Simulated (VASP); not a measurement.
BN (wurtzite):

```xyz
4
Lattice="1.2750 -2.2084 0.0000 1.2750 2.2084 0.0000 0.0000 0.0000 4.2200" Properties=species:S:1:pos:R:3 pbc="T T T"
B      1.2750    -0.7361     2.1100
B      1.2750     0.7361     0.0000
N      1.2750    -0.7361     3.6925
N      1.2750     0.7361     1.5825
```

The lowest empty band near K, direction c, from mBJ (TB09) with spin-orbit coupling in VASP (PAW); its two spin partners are averaged. The gap over the points computed is 6.73 eV, and the next band on that side lies 8.17 eV away at the edge.

Settings: 520 eV cut-off, 11×11×6 Γ-centred mesh, Gaussian smearing of 0.050 eV, potentials B N.

```csv
distance from the edge in k (1/Å),distance in energy (meV)
0.018,3.8
0.025,7.4
0.035,14.5
0.050,29.7
0.070,58.1
```

Question: Fit E(1 + αE) = ħ²k²/2m* (ħ²/2m0 = 3.810 eV Å²) and predict the row at 0.095 1/Å.

Answer: The rows don't resolve α, so a parabola serves: the electron mass is m* = 0.321 m0, and so 107.0 meV. The run gave 106.7 meV, -0.3 meV from the fit.

Left out are points under 3 meV from the edge, since the levels carry 0.1 meV, and points farther than half the way to the next band.

The compound is BN in the wurtzite structure, a metastable high-pressure form. The cell was not relaxed at this level.
